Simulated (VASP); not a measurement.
All values below come from PBEsol GGA, VASP's PBE PAW potentials (set 64) (plane waves; VASP).

A VASP calculation is set up with these files.

### KPOINTS
```
Automatic mesh
0
Gamma
11 11 11
0 0 0
```

POSCAR:
```
Tl
1
    3.1386596035     0.0000000000    -0.0000000000
    0.0000000000     3.1386596035     0.0000000000
   -0.0000000000    -0.0000000000     3.1386596035
Tl
1
Direct
  0.0000000000   0.0000000000   0.0000000000
```

**INCAR**
```
# general
SYSTEM  = Tl
PREC    = Accurate
ENCUT   = 400   # plane-wave cut-off (eV)
LREAL   = .FALSE.
LASPH   = .TRUE.   # aspherical one-centre terms

# electronic loop
EDIFF   = 1E-6   # SCF stop (eV)
NELM    = 100   # most electronic steps
ALGO    = Normal
LMAXMIX = 4   # l cut-off of mixed one-centre charges

# smearing
ISMEAR  = 1   # Methfessel-Paxton
SIGMA   = 0.1   # width (eV)

# functional
GGA     = PS   # PBEsol

# ions
IBRION  = 2
NSW     = 60   # most ionic steps
ISIF    = 3   # ions, shape and volume
EDIFFG  = -0.01   # ionic stop

# output
LWAVE   = .FALSE.
LCHARG  = .FALSE.
```

POTCAR, in this order: Tl_d (PBE.64 set). Program: vasp_std.

Output

**OUTCAR**
```
 ion  position               nearest neighbor table
   1  0.000  0.000  0.000-
  LATTYP: Found a simple cubic cell.
 ALAT       =     3.1386596035
 Subroutine PRICEL returns:
 Original cell was already a primitive cell.
 Subroutine GETGRP returns: Found 48 space group operations
The static configuration has the point symmetry O_h .
The dynamic configuration has the point symmetry O_h .
 Subroutine INISYM returns: Found 48 space group operations
 Subroutine IBZKPT returns following result:
 Found     56 irreducible k-points:

 Following reciprocal coordinates:
            Coordinates               Weight
  0.000000  0.000000  0.000000      1.000000
  0.090909  0.000000  0.000000      6.000000
  0.181818  0.000000  0.000000      6.000000
  0.272727  0.000000  0.000000      6.000000
  0.363636  0.000000  0.000000      6.000000
  0.454545  0.000000  0.000000      6.000000
  0.090909  0.090909  0.000000     12.000000
  0.181818  0.090909  0.000000     24.000000
  0.272727  0.090909  0.000000     24.000000
  0.363636  0.090909  0.000000     24.000000
...
```

OSZICAR:
```
       N       E                     dE             d eps       ncg     rms          rms(c)
DAV:   1     0.368598702196E+02    0.36860E+02   -0.60264E+03  1290   0.896E+02
DAV:   2    -0.216520309524E+01   -0.39025E+02   -0.38515E+02  1200   0.191E+02
DAV:   3    -0.252405226233E+01   -0.35885E+00   -0.35859E+00  1290   0.178E+01
DAV:   4    -0.252593595446E+01   -0.18837E-02   -0.18836E-02  1210   0.149E+00
DAV:   5    -0.252596199472E+01   -0.26040E-04   -0.26040E-04  1260   0.166E-01    0.243E+00
DAV:   6    -0.249516769041E+01    0.30794E-01   -0.63477E-02  1188   0.257E+00    0.167E+00
DAV:   7    -0.249027908882E+01    0.48886E-02   -0.19825E-02  1182   0.142E+00    0.685E-01
DAV:   8    -0.248994893317E+01    0.33016E-03   -0.72446E-04  1204   0.276E-01    0.326E-02
DAV:   9    -0.248994991845E+01   -0.98528E-06   -0.45156E-06  1246   0.243E-02
   1 F= -.24899499E+01 E0= -.24898905E+01  d E =-.248995E+01
       N       E                     dE             d eps       ncg     rms          rms(c)
DAV:   1    -0.249178525987E+01   -0.18363E-02   -0.32532E-02  1164   0.198E+00    0.243E-01
DAV:   2    -0.249020812330E+01    0.15771E-02   -0.33308E-03  1170   0.602E-01    0.782E-02
DAV:   3    -0.248999883544E+01    0.20929E-03   -0.74531E-04  1172   0.285E-01    0.605E-02
DAV:   4    -0.248998889976E+01    0.99357E-05   -0.19386E-05  1180   0.349E-02    0.271E-03
DAV:   5    -0.248998861331E+01    0.28645E-06   -0.36741E-06  1160   0.201E-02
   2 F= -.24899886E+01 E0= -.24899266E+01  d E =-.386949E-04
```

File OUTCAR:
```
------------------------ aborting loop because EDIFF is reached ----------------------------------------
  FORCE on cell =-STRESS in cart. coord.  units (eV):
  Direction    XX          YY          ZZ          XY          YZ          ZX
  --------------------------------------------------------------------------------------
  Total       -0.0048004     -0.0048004     -0.0048004     -0.0000000      0.0000000     -0.0000000
  in kB       -0.2478932     -0.2478932     -0.2478932     -0.0000000      0.0000000     -0.0000000
  external PRESSURE =      -0.2478932 kB  Pullay stress =       0.0000000 kB
  volume of cell :       31.03
      direct lattice vectors                 reciprocal lattice vectors
     3.142243294  0.000000000  0.000000000     0.318243976  0.000000000  0.000000000
    -0.000000000  3.142243294  0.000000000    -0.000000000  0.318243976  0.000000000
    -0.000000000 -0.000000000  3.142243294    -0.000000000 -0.000000000  0.318243976
 POSITION                                       TOTAL-FORCE (eV/Angst)
 -----------------------------------------------------------------------------------
      0.00000      0.00000      0.00000         0.000000      0.000000      0.000000
 -----------------------------------------------------------------------------------
    total drift:                               -0.000000      0.000000     -0.000000
  FREE ENERGIE OF THE ION-ELECTRON SYSTEM (eV)
  ---------------------------------------------------
  free  energy   TOTEN  =        -2.4899886133 eV

  energy  without entropy=       -2.4898025083  energy(sigma->0) =       -2.48992658

 reached required accuracy - stopping structural energy minimisation
```
(Selected blocks of OUTCAR.)

**CONTCAR**
```
Tl
   1.00000000000000
     3.1422432943847198    0.0000000000000000    0.0000000000000000
    -0.0000000000000000    3.1422432943847198    0.0000000000000000
    -0.0000000000000000   -0.0000000000000000    3.1422432943847198
  Tl
     1
Direct
     0.0000000000000000    0.0000000000000000    0.0000000000000000
```

The structure was generated: Tl was put into the simple-cubic type (Pm-3m), which need not be its known phase. This run relaxes it. Symmetry was kept, so distortions that lower it aren't found. The start is the result of an earlier pass.
